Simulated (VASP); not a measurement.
```xyz
2
Lattice="0.0000 2.1840 2.1840 2.1840 0.0000 2.1840 2.1840 2.1840 0.0000" Properties=species:S:1:pos:R:3 pbc="T T T"
Al     0.0000     0.0000     0.0000
N      3.2760     3.2760     3.2760
```

Level of theory: G0W0 on PBE orbitals, VASP's PBE PAW potentials (set 64) (plane waves; VASP). Numerical set-up: PREC = Normal, 500 eV cut-off, 6×6×6 Γ-centred mesh, Gaussian smearing of 0.010 eV, potentials Al_GW N_GW_new.

The mesh is coarse and the basis finite, so the quasiparticle values are not converged.

NBANDS = 96, ENCUTGW = 170 eV, NOMEGA = 64. The PBE levels (eV) that the step starts from are:

```
state                          KS energy  filling
-----------------------------  ---------  -------
k1 (0.00, 0.00, 0.00), band 1      -9.33        2
k1 (0.00, 0.00, 0.00), band 2       5.65        2
k1 (0.00, 0.00, 0.00), band 3       5.65        2
k1 (0.00, 0.00, 0.00), band 4       5.65        2
k1 (0.00, 0.00, 0.00), band 5       9.85        0
k1 (0.00, 0.00, 0.00), band 6      18.20        0
k1 (0.00, 0.00, 0.00), band 7      18.20        0
k1 (0.00, 0.00, 0.00), band 8      18.20        0
k6 (0.33, 0.17, 0.00), band 1      -8.01        2
k6 (0.33, 0.17, 0.00), band 2       1.98        2
k6 (0.33, 0.17, 0.00), band 3       4.71        2
k6 (0.33, 0.17, 0.00), band 4       4.79        2
k6 (0.33, 0.17, 0.00), band 5      12.27        0
k6 (0.33, 0.17, 0.00), band 6      15.94        0
k6 (0.33, 0.17, 0.00), band 7      16.89        0
k6 (0.33, 0.17, 0.00), band 8      18.84        0
```

Problem. Give the quasiparticle energies and renormalisation factors Z.

Solution. 
```tsv
state	QP energy (eV)	Z
k1 (0.00, 0.00, 0.00), band 1	-10.83	0.73
k1 (0.00, 0.00, 0.00), band 2	4.70	0.77
k1 (0.00, 0.00, 0.00), band 3	4.70	0.77
k1 (0.00, 0.00, 0.00), band 4	4.70	0.77
k1 (0.00, 0.00, 0.00), band 5	10.54	0.81
k1 (0.00, 0.00, 0.00), band 6	19.14	0.80
k1 (0.00, 0.00, 0.00), band 7	19.14	0.80
k1 (0.00, 0.00, 0.00), band 8	19.14	0.80
k6 (0.33, 0.17, 0.00), band 1	-9.41	0.72
k6 (0.33, 0.17, 0.00), band 2	0.77	0.75
k6 (0.33, 0.17, 0.00), band 3	3.65	0.77
k6 (0.33, 0.17, 0.00), band 4	3.73	0.77
k6 (0.33, 0.17, 0.00), band 5	13.02	0.80
k6 (0.33, 0.17, 0.00), band 6	16.81	0.80
k6 (0.33, 0.17, 0.00), band 7	17.77	0.80
k6 (0.33, 0.17, 0.00), band 8	19.75	0.79
```
On the mesh the gap opens from 3.31 to 4.71 eV.

The structure comes from a computed database's AlN entry (F-43m); how it stands against other phases isn't given here. The cell was not relaxed at this level.
